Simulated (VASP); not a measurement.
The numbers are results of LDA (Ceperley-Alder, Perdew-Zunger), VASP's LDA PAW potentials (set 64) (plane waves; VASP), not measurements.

VASP input:

File POSCAR:
```
CdF2
1
    0.0000000000     2.5977032426     2.5977032426
    2.5977032426     0.0000000000     2.5977032426
    2.5977032426     2.5977032426    -0.0000000000
Cd F
1 2
Direct
  0.0000000000   0.0000000000   0.0000000000
  0.2500000000   0.2500000000   0.2500000000
  0.7500000000   0.7500000000   0.7500000000
```

INCAR:
```
# general
SYSTEM =CdF2
PREC   =Accurate
ENCUT  =620   # plane-wave cut-off (eV)
LREAL  =.False.   # projection in real space or not
LASPH  =.True.

# electronic loop
EDIFF  =1E-6   # SCF stop (eV)
NELM   =100   # most electronic steps
ALGO   =Normal   # blocked Davidson
LMAXMIX=4

# smearing
ISMEAR =0   # Gaussian
SIGMA  =0.05

# ions
IBRION =2   # conjugate gradients
NSW    =40
ISIF   =3   # ions, shape and volume
EDIFFG =-0.02
PSTRESS=100

# output
LWAVE  =.False.
LCHARG =.False.
```

KPOINTS:
```
Automatic
0
G
 7 7 7
0 0 0
```

POTCAR, in this order: Cd F (LDA.64 set). Program: vasp_std.

The resulting files:

**OUTCAR**
```
 ion  position               nearest neighbor table
   1  0.000  0.000  0.000-   2 2.25   3 2.25   3 2.25   3 2.25   3 2.25   2 2.25   2 2.25   2 2.25
  LATTYP: Found a face centered cubic cell.
 ALAT       =     5.1954064852
 Subroutine PRICEL returns:
 Original cell was already a primitive cell.
 Subroutine GETGRP returns: Found 48 space group operations
The static configuration has the point symmetry O_h .
The dynamic configuration has the point symmetry O_h .
 Subroutine INISYM returns: Found 48 space group operations
 Subroutine IBZKPT returns following result:
 Found     20 irreducible k-points:

 Following reciprocal coordinates:
            Coordinates               Weight
  0.000000  0.000000  0.000000      1.000000
  0.142857  0.000000  0.000000      8.000000
  0.285714  0.000000  0.000000      8.000000
  0.428571  0.000000  0.000000      8.000000
  0.142857  0.142857  0.000000      6.000000
  0.285714  0.142857  0.000000     24.000000
  0.428571  0.142857  0.000000     24.000000
 -0.428571  0.142857  0.000000     24.000000
 -0.285714  0.142857  0.000000     24.000000
 -0.142857  0.142857  0.000000     12.000000
  0.285714  0.285714  0.000000      6.000000
  0.428571  0.285714  0.000000     24.000000
 -0.428571  0.285714  0.000000     24.000000
 -0.285714  0.285714  0.000000     12.000000
  0.428571  0.428571  0.000000      6.000000
 -0.428571  0.428571  0.000000     12.000000
  0.428571  0.285714  0.142857     24.000000
 -0.428571  0.285714  0.142857     48.000000
 -0.428571  0.428571  0.142857     24.000000
 -0.285714  0.428571  0.142857     24.000000
   k-points           NKPTS =     20   k-points in BZ     NKDIM =     20   number of bands    NBANDS=     17
   number of dos      NEDOS =    301   number of ions     NIONS =      3
   total plane-waves  NPLWV =  27000
   dimension x,y,z NGX =    30 NGY =   30 NGZ =   30
   dimension x,y,z NGXF=    60 NGYF=   60 NGZF=   60
   ions per type =               1   2
   PREC   = accura    normal or accurate (medium, high low for compatibility)
   ISTART =      0    job   : 0-new  1-cont  2-samecut
   ICHARG =      2    charge: 1-file 2-atom 10-const
   ISPIN  =      1    spin polarized calculation?
   LNONCOLLINEAR =      F non collinear calculations
   LSORBIT =      F    spin-orbit coupling
   INIWAV =      1    electr: 0-lowe 1-rand  2-diag
   ENCUT  =  620.0 eV  45.57 Ry    6.75 a.u.   7.46  7.46  7.46*2*pi/ulx,y,z
   NELM   =    100;   NELMIN=  2; NELMDL= -5     # of ELM steps
   EDIFF  = 0.1E-05   stopping-criterion for ELM
   LREAL  =      F    real-space projection
   NLSPLINE    = F    spline interpolate recip. space projectors
   LMAXMIX     =    4 max onsite mixed and CHGCAR
   VOSKOWN=      0    Vosko Wilk Nusair interpolation
   EDIFFG = -.2E-01   stopping-criterion for IOM
   NSW    =     40    number of steps for IOM
   NBLOCK =      1;   KBLOCK =     40    inner block; outer block
   IBRION =      2    ionic relax: 0-MD 1-quasi-New 2-CG
   NFREE  =      1    steps in history (QN), initial steepest desc. (CG)
   ISIF   =      3    stress and relaxation
   ISYM   =      2    0-nonsym 1-usesym 2-fastsym
   TEIN   =    0.0    initial temperature
   TEBEG  =    0.0;   TEEND  =   0.0 temperature during run
   SMASS  =  -3.00    Nose mass-parameter (am)
   PSTRESS=  100.0 pullay stress
   NELECT =      26.0000    total number of electrons
   EFERMI =   0.00;   METHOD = LEGACY
   ISMEAR =     0;   SIGMA  =   0.05  broadening in eV -4-tet -1-fermi 0-gaus
   IALGO  =     38    algorithm
   LDIAG  =      T    sub-space diagonalisation (order eigenvalues)
   IMIX   =      4    mixing-type and parameters
     AMIX     =   0.40;   BMIX     =  1.00
     AMIX_MAG =   1.60;   BMIX_MAG =  1.00
     AMIN     =   0.10
...
```

OSZICAR:
```
       N       E                     dE             d eps       ncg     rms          rms(c)
DAV:   1     0.225863596492E+03    0.22586E+03   -0.17645E+04   688   0.182E+03
DAV:   2    -0.481410441100E+01   -0.23068E+03   -0.22470E+03   744   0.421E+02
DAV:   3    -0.140757975742E+02   -0.92617E+01   -0.92445E+01   778   0.952E+01
DAV:   4    -0.141232461552E+02   -0.47449E-01   -0.47437E-01   790   0.665E+00
DAV:   5    -0.141234202724E+02   -0.17412E-03   -0.17411E-03   729   0.358E-01    0.125E+01
DAV:   6    -0.126828116856E+02    0.14406E+01   -0.43255E+00   917   0.387E+01    0.949E+00
DAV:   7    -0.126879683358E+02   -0.51567E-02   -0.61487E-01   690   0.884E+00    0.548E+00
DAV:   8    -0.126681274540E+02    0.19841E-01   -0.11120E-01   686   0.369E+00    0.594E-01
DAV:   9    -0.126617412875E+02    0.63862E-02   -0.27045E-02   870   0.251E+00    0.819E-02
DAV:  10    -0.126619841424E+02   -0.24285E-03   -0.22405E-03   689   0.524E-01    0.541E-02
DAV:  11    -0.126619918415E+02   -0.76991E-05   -0.44425E-05   744   0.943E-02    0.177E-02
DAV:  12    -0.126619912830E+02    0.55849E-06   -0.37167E-06   665   0.195E-02
   1 F= -.10473786E+02 E0= -.10473786E+02  d E =-.104738E+02
```

**OUTCAR**
```
------------------------ aborting loop because EDIFF is reached ----------------------------------------
  FORCE on cell =-STRESS in cart. coord.  units (eV):
  Direction    XX          YY          ZZ          XY          YZ          ZX
  --------------------------------------------------------------------------------------
  Total        2.1630385      2.1630385      2.1630385     -0.0000000     -0.0000000      0.0000000
  in kB       98.8498999     98.8498999     98.8498999     -0.0000000     -0.0000000      0.0000000
  external PRESSURE =      -1.1501001 kB  Pullay stress =     100.0000000 kB
  volume of cell :       35.06
      direct lattice vectors                 reciprocal lattice vectors
     0.000000000  2.597703243  2.597703243    -0.192477721  0.192477721  0.192477721
     2.597703243  0.000000000  2.597703243     0.192477721 -0.192477721  0.192477721
     2.597703243  2.597703243  0.000000000     0.192477721  0.192477721 -0.192477721
 POSITION                                       TOTAL-FORCE (eV/Angst)
 -----------------------------------------------------------------------------------
      0.00000      0.00000      0.00000         0.000000      0.000000      0.000000
      1.29885      1.29885      1.29885        -0.000000     -0.000000     -0.000000
      3.89655      3.89655      3.89655         0.000000      0.000000      0.000000
 -----------------------------------------------------------------------------------
    total drift:                                0.000000     -0.000000      0.000000
  FREE ENERGIE OF THE ION-ELECTRON SYSTEM (eV)
  ---------------------------------------------------
  free  energy   TOTEN  =       -12.6619912830 eV

  energy  without entropy=      -12.6619912830  energy(sigma->0) =      -12.66199128
  enthalpy is  TOTEN    =       -10.4737861991 eV   P V=        2.1882050838

 reached required accuracy - stopping structural energy minimisation
```
(Selected blocks of OUTCAR.)

**OUTCAR**
```
 val. band max:       -0.7937880888   @ k =  -0.2857   0.4286   0.1429

 cond. band min:       2.4516662225   @ k =   0.0000   0.0000   0.0000


 Fermi energy:        -0.4789732663

 k-point     1 :       0.0000    0.0000    0.0000
  band No.  band energies     occupation
      1     -21.8891      2.00000
      2     -20.3442      2.00000
      3      -6.8613      2.00000
      4      -6.8613      2.00000
      5      -6.8613      2.00000
      6      -5.0348      2.00000
      7      -5.0348      2.00000
      8      -2.0637      2.00000
      9      -2.0637      2.00000
     10      -2.0637      2.00000
     11      -1.0525      2.00000
     12      -1.0525      2.00000
     13      -1.0525      2.00000
     14       2.4517      0.00000
     15      12.0445      0.00000
     16      12.0445      0.00000
     17      12.0445      0.00000

 k-point     2 :       0.1429    0.0000    0.0000
  band No.  band energies     occupation
      1     -21.7995      2.00000
      2     -20.4283      2.00000
      3      -6.7608      2.00000
      4      -6.7608      2.00000
      5      -6.5758      2.00000
      6      -5.0786      2.00000
      7      -5.0786      2.00000
      8      -2.6926      2.00000
      9      -2.1786      2.00000
     10      -2.1786      2.00000
     11      -1.3107      2.00000
     12      -1.0796      2.00000
     13      -1.0796      2.00000
     14       3.2623      0.00000
     15      11.1495      0.00000
     16      12.4107      0.00000
     17      12.4107      0.00000

 k-point     3 :       0.2857    0.0000    0.0000
  band No.  band energies     occupation
      1     -21.5637      2.00000
      2     -20.6447      2.00000
      3      -6.5430      2.00000
      4      -6.5430      2.00000
      5      -5.8210      2.00000
      6      -5.1013      2.00000
      7      -5.1013      2.00000
      8      -3.6342      2.00000
      9      -2.5676      2.00000
     10      -2.5676      2.00000
     11      -2.1833      2.00000
...
```

The compound is CdF2 in the fluorite structure. It was relaxed first under an external pressure of 10 GPa.
